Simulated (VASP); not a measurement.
Here is the system:

```yaml
crystal:
  lattice:
    - [-2.16792, 2.16792, 4.99280]
    - [2.16792, -2.16792, 4.99280]
    - [2.16792, 2.16792, -4.99280]
  atoms:
    - { symbol: La, position: [0.00146, 0.00146, 0.00000] }
    - { symbol: Si, position: [0.23785, 0.73785, 0.50000] }
    - { symbol: Si, position: [0.73785, 0.23785, 0.50000] }
    - { symbol: Si, position: [0.58746, 0.58746, 0.00000] }
    - { symbol: Ir, position: [0.34588, 0.34588, 0.00000] }
```

Computed with PBEsol GGA, VASP's PBE PAW potentials (set 64) (plane waves; VASP). Numerical set-up: 300 eV cut-off, 9×9×9 Γ-centred mesh, Gaussian smearing of 0.10 eV, potentials La Si Ir.

At this cut-off the stress carries a Pulay error, which pulls relaxed volumes low.

Question: Give the force on each atom (eV/Å).

Answer: 
| atom | Fx | Fy | Fz |
|---|---|---|---|
| La1 | 0.000 | 0.000 | 0.041 |
| Si2 | 0.000 | 0.000 | 0.161 |
| Si3 | 0.000 | 0.000 | 0.161 |
| Si4 | 0.000 | 0.000 | -0.208 |
| Ir5 | 0.000 | 0.000 | -0.155 |

Question: Give the stress tensor in GPa (positive for a compressed cell).

Answer: 
```
-6.95   0.00   0.00
 0.00  -6.95   0.00
 0.00   0.00  -7.40
```
The pressure is its mean diagonal, -7.10 GPa.

The structure comes from a computed database's LaSi3Ir entry (I4mm); how it stands against other phases isn't given here. The cell was not relaxed at this level.
